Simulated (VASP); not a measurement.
Calculation: PBE GGA, VASP's PBE PAW potentials (set 64) (plane waves; VASP).

Input for VASP

**KPOINTS**
```
Automatic mesh
0
Gamma
7 7 7
0 0 0
```

**INCAR**
```
ALGO = Normal   # blocked Davidson
SIGMA = 0.05
LASPH = .TRUE.   # aspherical one-centre terms
ISIF = 3   # ions, shape and volume
IBRION = 2   # conjugate gradients
PREC = Accurate
ENCUT = 520
LMAXMIX = 4
GGA = PE
NELM = 100   # most electronic steps
LCHARG = .FALSE.
LREAL = .FALSE.   # projection in real space or not
NSW = 60
LWAVE = .FALSE.
EDIFF = 1E-6   # SCF stop (eV)
SYSTEM = SnTe
EDIFFG = -0.01
ISMEAR = 0   # Gaussian
```

File POSCAR:
```
SnTe
1
    0.0000000000     3.2032376961     3.2032376961
    3.2032376961    -0.0000000000     3.2032376961
    3.2032376961     3.2032376961     0.0000000000
Sn Te
1 1
Direct
  0.0000000000   0.0000000000   0.0000000000
  0.5000000000   0.5000000000   0.5000000000
```

POTCAR, in this order: Sn_d Te (PBE.64 set). Program: vasp_std.

Output

File OUTCAR:
```
 ion  position               nearest neighbor table
   1  0.000  0.000  0.000-   2 3.20   2 3.20   2 3.20   2 3.20   2 3.20   2 3.20
   2  0.500  0.500  0.500-   1 3.20   1 3.20   1 3.20   1 3.20   1 3.20   1 3.20
  LATTYP: Found a face centered cubic cell.
 ALAT       =     6.4064753922
 Subroutine PRICEL returns:
 Original cell was already a primitive cell.
 Subroutine GETGRP returns: Found 48 space group operations
The static configuration has the point symmetry O_h .
The dynamic configuration has the point symmetry O_h .
 Subroutine INISYM returns: Found 48 space group operations
 Subroutine IBZKPT returns following result:
 Found     20 irreducible k-points:

 Following reciprocal coordinates:
            Coordinates               Weight
  0.000000  0.000000  0.000000      1.000000
  0.142857  0.000000  0.000000      8.000000
  0.285714  0.000000  0.000000      8.000000
  0.428571  0.000000  0.000000      8.000000
  0.142857  0.142857  0.000000      6.000000
  0.285714  0.142857  0.000000     24.000000
  0.428571  0.142857  0.000000     24.000000
 -0.428571  0.142857  0.000000     24.000000
 -0.285714  0.142857  0.000000     24.000000
 -0.142857  0.142857  0.000000     12.000000
  0.285714  0.285714  0.000000      6.000000
  0.428571  0.285714  0.000000     24.000000
 -0.428571  0.285714  0.000000     24.000000
 -0.285714  0.285714  0.000000     12.000000
  0.428571  0.428571  0.000000      6.000000
 -0.428571  0.428571  0.000000     12.000000
  0.428571  0.285714  0.142857     24.000000
 -0.428571  0.285714  0.142857     48.000000
 -0.428571  0.428571  0.142857     24.000000
 -0.285714  0.428571  0.142857     24.000000
   k-points           NKPTS =     20   k-points in BZ     NKDIM =     20   number of bands    NBANDS=     14
   number of dos      NEDOS =    301   number of ions     NIONS =      2
   total plane-waves  NPLWV =  46656
   dimension x,y,z NGX =    36 NGY =   36 NGZ =   36
   dimension x,y,z NGXF=    72 NGYF=   72 NGZF=   72
   ions per type =               1   1
   PREC   = accura    normal or accurate (medium, high low for compatibility)
   ISTART =      0    job   : 0-new  1-cont  2-samecut
   ICHARG =      2    charge: 1-file 2-atom 10-const
   ISPIN  =      1    spin polarized calculation?
   LNONCOLLINEAR =      F non collinear calculations
   LSORBIT =      F    spin-orbit coupling
   INIWAV =      1    electr: 0-lowe 1-rand  2-diag
   ENCUT  =  520.0 eV  38.22 Ry    6.18 a.u.   8.42  8.42  8.42*2*pi/ulx,y,z
   NELM   =    100;   NELMIN=  2; NELMDL= -5     # of ELM steps
   EDIFF  = 0.1E-05   stopping-criterion for ELM
   LREAL  =      F    real-space projection
   NLSPLINE    = F    spline interpolate recip. space projectors
   LMAXMIX     =    4 max onsite mixed and CHGCAR
   VOSKOWN=      0    Vosko Wilk Nusair interpolation
   EDIFFG = -.1E-01   stopping-criterion for IOM
   NSW    =     60    number of steps for IOM
   NBLOCK =      1;   KBLOCK =     60    inner block; outer block
   IBRION =      2    ionic relax: 0-MD 1-quasi-New 2-CG
   NFREE  =      1    steps in history (QN), initial steepest desc. (CG)
   ISIF   =      3    stress and relaxation
   ISYM   =      2    0-nonsym 1-usesym 2-fastsym
   TEIN   =    0.0    initial temperature
   TEBEG  =    0.0;   TEEND  =   0.0 temperature during run
   SMASS  =  -3.00    Nose mass-parameter (am)
   PSTRESS=    0.0 pullay stress
   NELECT =      20.0000    total number of electrons
   EFERMI =   0.00;   METHOD = LEGACY
   ISMEAR =     0;   SIGMA  =   0.05  broadening in eV -4-tet -1-fermi 0-gaus
   IALGO  =     38    algorithm
   LDIAG  =      T    sub-space diagonalisation (order eigenvalues)
   IMIX   =      4    mixing-type and parameters
     AMIX     =   0.40;   BMIX     =  1.00
     AMIX_MAG =   1.60;   BMIX_MAG =  1.00
...
```

**OSZICAR**
```
       N       E                     dE             d eps       ncg     rms          rms(c)
DAV:   1     0.123282635711E+03    0.12328E+03   -0.98589E+03   566   0.163E+03
DAV:   2     0.323005395111E+01   -0.12005E+03   -0.11767E+03   596   0.369E+02
DAV:   3    -0.732512061663E+01   -0.10555E+02   -0.10511E+02   704   0.992E+01
DAV:   4    -0.762186332047E+01   -0.29674E+00   -0.29666E+00   644   0.178E+01
DAV:   5    -0.763337354744E+01   -0.11510E-01   -0.11510E-01   854   0.336E+00    0.414E+00
DAV:   6    -0.756659657293E+01    0.66777E-01   -0.17324E-01   662   0.307E+00    0.261E+00
DAV:   7    -0.756774303419E+01   -0.11465E-02   -0.56581E-02   692   0.131E+00    0.876E-01
DAV:   8    -0.756846592079E+01   -0.72289E-03   -0.72037E-03   626   0.803E-01    0.153E-01
DAV:   9    -0.756854859837E+01   -0.82678E-04   -0.63245E-04   724   0.263E-01    0.401E-02
DAV:  10    -0.756857072258E+01   -0.22124E-04   -0.77778E-05   590   0.748E-02    0.238E-02
DAV:  11    -0.756857883950E+01   -0.81169E-05   -0.33149E-05   608   0.455E-02    0.190E-02
DAV:  12    -0.756857878365E+01    0.55853E-07   -0.21088E-06   662   0.944E-03
   1 F= -.75685788E+01 E0= -.75685788E+01  d E =-.756858E+01
```

OUTCAR:
```
------------------------ aborting loop because EDIFF is reached ----------------------------------------
  FORCE on cell =-STRESS in cart. coord.  units (eV):
  Direction    XX          YY          ZZ          XY          YZ          ZX
  --------------------------------------------------------------------------------------
  Total       -0.0173229     -0.0173229     -0.0173229      0.0000000      0.0000000      0.0000000
  in kB       -0.4222156     -0.4222156     -0.4222156      0.0000000      0.0000000      0.0000000
  external PRESSURE =      -0.4222156 kB  Pullay stress =       0.0000000 kB
  volume of cell :       65.74
      direct lattice vectors                 reciprocal lattice vectors
     0.000000000  3.203237696  3.203237696    -0.156092069  0.156092069  0.156092069
     3.203237696  0.000000000  3.203237696     0.156092069 -0.156092069  0.156092069
     3.203237696  3.203237696  0.000000000     0.156092069  0.156092069 -0.156092069
 POSITION                                       TOTAL-FORCE (eV/Angst)
 -----------------------------------------------------------------------------------
      0.00000      0.00000      0.00000         0.000000      0.000000      0.000000
      3.20324      3.20324      3.20324         0.000000      0.000000     -0.000000
 -----------------------------------------------------------------------------------
    total drift:                               -0.000000      0.000000      0.000000
  FREE ENERGIE OF THE ION-ELECTRON SYSTEM (eV)
  ---------------------------------------------------
  free  energy   TOTEN  =        -7.5685787837 eV

  energy  without entropy=       -7.5685787837  energy(sigma->0) =       -7.56857878

 reached required accuracy - stopping structural energy minimisation
```
(Selected blocks of OUTCAR.)

The compound is SnTe in the rock salt structure, which distorts at low temperature. It was relaxed first. The start is the result of an earlier pass.
